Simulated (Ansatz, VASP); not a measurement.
# ZrN (ZrN(110)): VASP beside Ansatz, part 3 of 3

Aim: how closely do two programs agree when they are given the same cell, functional and k mesh?

VASP 6.6.1 and Ansatz 0.2.0.

So far: The structure; Ansatz: single point, PBEsol; VASP: single point, PBEsol.

## Step 3: VASP: single point, PBEsol (continued)

Level of this step: PBEsol; plane waves and PAW (Zr_sv, N) (VASP).

Numbers of over 12 decimals in the logs are rounded to 6 here.

Parts of OUTCAR (step 3):

```text
ion  position               nearest neighbor table
   1  0.000  0.000  0.282-  11 2.15  11 2.15  10 2.28  10 2.28   3 3.05   2 3.12   2 3.12   2 3.12
                             2 3.12
   2  0.500  0.500  0.330-  10 2.16  10 2.16  11 2.28  11 2.28  12 2.35  12 2.35   1 3.12   1 3.12
                             1 3.12   1 3.12   3 3.26   3 3.26   3 3.26   3 3.26   4 3.33
   3  0.000  0.000  0.388-  12 2.28  12 2.28  13 2.29  13 2.29  11 2.30  11 2.30   1 3.05   5 3.24
                             4 3.25   4 3.25   4 3.25   4 3.25   2 3.26   2 3.26   2 3.26   2 3.26
   4  0.500  0.500  0.445-  14 2.26  14 2.26  13 2.28  13 2.28  12 2.28  12 2.28   6 3.17   5 3.21
                             5 3.21   5 3.21   5 3.21   3 3.25   3 3.25   3 3.25   3 3.25   2 3.33
   5  0.000  0.000  0.500-  14 2.28  14 2.28  15 2.28  13 2.28  13 2.28  15 2.28   6 3.21   6 3.21
                             4 3.21   6 3.21   4 3.21   4 3.21   4 3.21   6 3.21   3 3.24   7 3.24
   6  0.500  0.500  0.555-  14 2.26  14 2.26  15 2.28  15 2.28  16 2.28  16 2.28   4 3.17   5 3.21
                             5 3.21   5 3.21   5 3.21   7 3.25   7 3.25   7 3.25   7 3.25   8 3.33
   7  0.000  0.000  0.612-  16 2.28  16 2.28  15 2.29  15 2.29  17 2.30  17 2.30   9 3.05   5 3.24
                             6 3.25   6 3.25   6 3.25   6 3.25   8 3.26   8 3.26   8 3.26   8 3.26
   8  0.500  0.500  0.670-  18 2.16  18 2.16  17 2.28  17 2.28  16 2.35  16 2.35   9 3.12   9 3.12
                             9 3.12   9 3.12   7 3.26   7 3.26   7 3.26   7 3.26   6 3.33
   9  0.000  0.000  0.718-  17 2.15  17 2.15  18 2.28  18 2.28   7 3.05   8 3.12   8 3.12   8 3.12
                             8 3.12
  10  0.000  0.500  0.280-   2 2.16   2 2.16   1 2.28   1 2.28
  11  0.500  0.000  0.331-   1 2.15   1 2.15   2 2.28   2 2.28   3 2.30   3 2.30
  12  0.000  0.500  0.389-   3 2.28   3 2.28   4 2.28   4 2.28   2 2.35   2 2.35
  13  0.500  0.000  0.444-   4 2.28   4 2.28   5 2.28   5 2.28   3 2.29   3 2.29
  14  0.000  0.500  0.500-   4 2.26   6 2.26   4 2.26   6 2.26   5 2.28   5 2.28
  15  0.500  0.000  0.556-   6 2.28   6 2.28   5 2.28   5 2.28   7 2.29   7 2.29
  16  0.000  0.500  0.611-   7 2.28   7 2.28   6 2.28   6 2.28   8 2.35   8 2.35
  17  0.500  0.000  0.669-   9 2.15   9 2.15   8 2.28   8 2.28   7 2.30   7 2.30
  18  0.000  0.500  0.720-   8 2.16   8 2.16   9 2.28   9 2.28

  LATTYP: Found a simple orthorhombic cell.
 ALAT       =     3.2244069220
 B/A-ratio  =     1.4142135625
 C/A-ratio  =     8.9621528511

 Subroutine GETGRP returns: Found  8 space group operations
 (whereof  8 operations were pure point group operations)

The static configuration has the point symmetry D_2h.

 Found     24 irreducible k-points:

   k-points           NKPTS =     24   k-points in BZ     NKDIM =     24   number of bands    NBANDS=     94

   dimension x,y,z NGX =    16 NGY =   24 NGZ =  144
   dimension x,y,z NGXF=    32 NGYF=   48 NGZF=  288

   ENCUT  =  400.0 eV  29.40 Ry    5.42 a.u.   5.26  7.44 47.12*2*pi/ulx,y,z

   NELECT =     153.0000    total number of electrons

 k-points in reciprocal lattice and weights: Automatic mesh
   0.00000000  0.00000000  0.00000000       0.014
   0.10000000  0.00000000  0.00000000       0.029
   0.20000000  0.00000000  0.00000000       0.029
   0.30000000  0.00000000  0.00000000       0.029
   0.40000000  0.00000000  0.00000000       0.029
   0.50000000  0.00000000  0.00000000       0.014
   0.00000000  0.14285714  0.00000000       0.029
   0.10000000  0.14285714  0.00000000       0.057
   0.20000000  0.14285714  0.00000000       0.057
[...]
0.40000000  0.42857143  0.00000000       0.057
   0.50000000  0.42857143  0.00000000       0.029

 dipolmoment           0.000000      0.000000      0.000000 electrons x Angstroem

 average (electrostatic) potential at core
       1 -79.3135       2 -79.0327       3 -79.2438       4 -79.3107       5 -79.3712
       6 -79.3107       7 -79.2438       8 -79.0327       9 -79.3135      10 -63.8646
      11 -65.3688      12 -64.7405      13 -64.9121      14 -65.0651      15 -64.9121
      16 -64.7405      17 -65.3688      18 -63.8646

 E-fermi :   4.5987

 k-point     1 :       0.0000    0.0000    0.0000
  band No.  band energies     occupation
    ...
     75       4.1000      2.00000
     76       4.2726      2.00004
     77       4.3873      2.01089
     78       4.5367      1.85707
     79       4.5808      1.29634
     80       4.8146     -0.00922
     81       4.8522     -0.00197
     82       4.9123     -0.00009
     83       5.2094     -0.00000
     84       5.2455     -0.00000
    ...

 k-point     2 :       0.1000    0.0000    0.0000
  band No.  band energies     occupation
    ...
     75       3.7149      2.00000
     76       3.7465      2.00000
     77       4.1791      2.00000
     78       4.3224      2.00066
     79       4.3744      2.00678
     80       4.6990     -0.05103
     81       4.7853     -0.02399
     82       4.8159     -0.00882
     83       5.1712     -0.00000
     84       5.5008     -0.00000
    ...

 k-point     3 :       0.2000    0.0000    0.0000
  band No.  band energies     occupation
    ...
     75       3.2557      2.00000
     76       3.4721      2.00000
     77       3.9444      2.00000
     78       4.0590      2.00000
     79       4.1349      2.00000
     80       4.7197     -0.07085
     81       4.8945     -0.00024
     82       5.0649     -0.00000
     83       5.1439     -0.00000
     84       5.4123     -0.00000
    ...

  Total        0.5941791    -14.8193582     -4.9953973      0.0000000      0.0000000      0.0000000
  in kB        2.2405315    -55.8808621    -18.8366529      0.0000000      0.0000000      0.0000000
  external PRESSURE =     -24.1589945 kB  Pullay stress =       0.0000000 kB

  energy-cutoff  :      400.00
  volume of cell :      424.89
      direct lattice vectors                 reciprocal lattice vectors
     3.224406922  0.000000000  0.000000000     0.310134553  0.000000000  0.000000000
     0.000000000  4.560000000  0.000000000     0.000000000  0.219298246  0.000000000
     0.000000000  0.000000000 28.897627689     0.000000000  0.000000000  0.034604917

 POSITION                                       TOTAL-FORCE (eV/Angst)
 -----------------------------------------------------------------------------------
      0.00000      0.00000      8.15396        -0.000000      0.000000      0.001408
      1.61220      2.28000      9.53519        -0.000000     -0.000000     -0.001613
      0.00000      0.00000     11.20809        -0.000000      0.000000      0.033527
      1.61220      2.28000     12.86264        -0.000000      0.000000     -0.015138
      0.00000      0.00000     14.44881        -0.000000     -0.000000     -0.000000
      1.61220      2.28000     16.03499        -0.000000     -0.000000      0.015138
      0.00000      0.00000     17.68954        -0.000000     -0.000000     -0.033527
      1.61220      2.28000     19.36243        -0.000000     -0.000000      0.001613
      0.00000      0.00000     20.74367        -0.000000     -0.000000     -0.001408
      0.00000      2.28000      8.09239        -0.000000     -0.000000     -0.006332
      1.61220      0.00000      9.56990        -0.000000     -0.000000      0.025378
      0.00000      2.28000     11.24566        -0.000000     -0.000000      0.017027
      1.61220      0.00000     12.83194         0.000000     -0.000000      0.015235
      0.00000      2.28000     14.44881        -0.000000     -0.000000     -0.000000
      1.61220      0.00000     16.06569        -0.000000     -0.000000     -0.015235
      0.00000      2.28000     17.65196        -0.000000     -0.000000     -0.017027
      1.61220      0.00000     19.32772         0.000000      0.000000     -0.025378
      0.00000      2.28000     20.80524         0.000000     -0.000000      0.006332
 -----------------------------------------------------------------------------------
    total drift:                                0.000000      0.000000      0.000000

  FREE ENERGIE OF THE ION-ELECTRON SYSTEM (eV)
  ---------------------------------------------------
  free  energy   TOTEN  =      -188.7267810666 eV

  energy  without entropy=     -188.7260083945  energy(sigma->0) =     -188.72652351

 total charge
# of ion       s       p       d       tot
------------------------------------------
    1        2.170   5.997   1.780   9.947
    2        2.177   6.044   1.700   9.922
    3        2.162   6.029   1.713   9.904
    4        2.168   6.036   1.693   9.897
    5        2.165   6.033   1.701   9.899
    6        2.168   6.036   1.693   9.897
    7        2.162   6.029   1.713   9.904
    8        2.177   6.044   1.700   9.922
    9        2.170   5.997   1.780   9.947
   10        1.268   2.350   0.000   3.617
   11        1.257   2.428   0.000   3.686
   12        1.250   2.410   0.000   3.660
   13        1.248   2.423   0.000   3.672
   14        1.253   2.424   0.000   3.677
   15        1.248   2.423   0.000   3.672
   16        1.250   2.410   0.000   3.660
   17        1.257   2.428   0.000   3.686
   18        1.268   2.350   0.000   3.617
--------------------------------------------------
tot         30.818  75.893  15.474 122.185

[... 3 further parts left out ...]
```

This run has no spin polarisation. Its electron count is odd, so without a moment it is a metal by construction.

## Step 4: Comparison

Known differences besides the potentials themselves: the cutoff is 420 eV in Ansatz and 400 eV in VASP (PREC = Normal, projectors in real space); Ansatz makes its cores anew for this functional, VASP keeps those of its PBE data sets. Total energies have different zeros and are not compared.

Both answers:

| quantity | Ansatz | VASP | difference |
| --- | --- | --- | --- |
| work function, lower of the two faces (eV) | 2.83 | 2.83 | 0.00 |
| work function, higher of the two faces (eV) | 2.83 | 2.83 | 0.00 |

At this near-relaxed geometry the largest component of a force difference is 55 meV/Å. VASP's log warns that it found no field-free region in the vacuum, so its work functions are uncertain.

## Step 5: Further runs

Further runs change the set-up of one program: Ansatz's method, potentials or start, or VASP's data sets, cutoff or form of LDA. The table gives Ansatz less VASP for each quantity, since a change that brings one quantity closer may part another.

| run | r.m.s. force difference (meV/Å) | work function, lower of the two faces (eV) | work function, higher of the two faces (eV) |
| --- | --- | --- | --- |
| as above | 14 | 6.8e-4 | 5.8e-4 |
| cores kept as stored | 13 | 9.0e-5 | -1.0e-5 |

## Step 6: Summary of results

```
r.m.s. force difference (single point, PBEsol) : 14 meV/Å
```

The r.m.s. force difference is 14 meV/Å (single point, PBEsol), beyond the 12 meV/Å picked in this series as the mark of a large difference. Single point, PBEsol, cores kept as stored: the difference in work function, lower of the two faces goes from 6.8e-4 to 9.0e-5 eV; the difference in work function, higher of the two faces goes from 5.8e-4 to -1.0e-5 eV. 2 further runs of this series are not shown here. Such differences can come from data sets, numerical settings and the points named under the comparisons, not from the functional's error against experiment.

[Lines on the potential files, build, host, timing and source positions are cut from VASP's logs without a mark.]

[Logs are printed without paths, hosts, clocks, repeated set-up lines and the standing remarks that a program may print on its own settings, such as how far it seeks lower states.]

[Hosts, paths, dates, database ids (printed as entryN), source tags and the programs' standing remarks are cut or masked in the printed files.]
